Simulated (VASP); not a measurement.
VASP input:

KPOINTS:
```
Automatic mesh
0
Gamma
5 5 7
0 0 0
```

INCAR:
```
# general
SYSTEM   =  TiO2
PREC     =  Accurate
ENCUT    =  520   # plane-wave cut-off (eV)
LREAL    =  .FALSE.
LASPH    =  .TRUE.   # aspherical one-centre terms

# electronic loop
EDIFF    =  1E-6
NELM     =  100   # most electronic steps
ALGO     =  Normal   # blocked Davidson
LMAXMIX  =  4

# smearing
ISMEAR   =  0   # Gaussian
SIGMA    =  0.05   # width (eV)

# functional
GGA      =  91   # PW91

# ions
IBRION   =  2   # conjugate gradients
NSW      =  60   # most ionic steps
ISIF     =  3   # ions, shape and volume
EDIFFG   =  -0.02

# output
LWAVE    =  .FALSE.
LCHARG   =  .FALSE.
```

### POSCAR
```
TiO2
1
    4.6356943937     0.0000000000     0.0000000000
    0.0000000000     4.6356943937     0.0000000000
    0.0000000000     0.0000000000     2.9714218459
Ti O
2 4
Direct
  1.0000000000   1.0000000000   1.0000000000
  0.5000000000   0.5000000000   0.5000000000
  0.3047536237   0.3047536237   0.0000000000
  0.8047536237   0.1952463763   0.5000000000
  0.1952463763   0.8047536237   0.5000000000
  0.6952463763   0.6952463763   1.0000000000
```

POTCAR, in this order: Ti_sv O (PBE.64 set). Program: vasp_std.

Write an equivalent input for Quantum ESPRESSO's pw.x.

One equivalent input (not run):
```
&CONTROL
  calculation = 'vc-relax'
  pseudo_dir = './pseudo'
  outdir = './out'
  tprnfor = .true.
  tstress = .true.
  nstep = 60
  forc_conv_thr = 0.00078
/
&SYSTEM
  ibrav = 0
  nat = 6
  ntyp = 2
  ecutwfc = 84
  occupations = 'smearing'
  smearing = 'gaussian'
  degauss = 0.003675
  input_dft = 'pw91'
/
&ELECTRONS
  conv_thr = 7.3e-08
  electron_maxstep = 100
/
&IONS
/
&CELL
/
ATOMIC_SPECIES
  Ti 47.867 Ti.upf
  O 15.999 O.upf
CELL_PARAMETERS angstrom
     4.6356944    0.0000000    0.0000000
     0.0000000    4.6356944    0.0000000
     0.0000000    0.0000000    2.9714218
ATOMIC_POSITIONS crystal
  Ti   1.0000000  1.0000000  1.0000000
  Ti   0.5000000  0.5000000  0.5000000
  O    0.3047536  0.3047536  0.0000000
  O    0.8047536  0.1952464  0.5000000
  O    0.1952464  0.8047536  0.5000000
  O    0.6952464  0.6952464  1.0000000
K_POINTS automatic
  5 5 7 0 0 0
```
What does not carry over: the potentials are each code's own (VASP's PAW set, PseudoDojo norm-conserving files in pw.x), so ENCUT and ecutwfc are chosen apart and not converted; conv_thr bounds pw.x's estimated SCF error, while EDIFF bounds the energy change between steps; forc_conv_thr acts on force components and is met together with etot_conv_thr.

The compound is TiO2 in the rutile structure. This run relaxes it. Symmetry was kept, so distortions that lower it aren't found. The start is the result of an earlier pass.
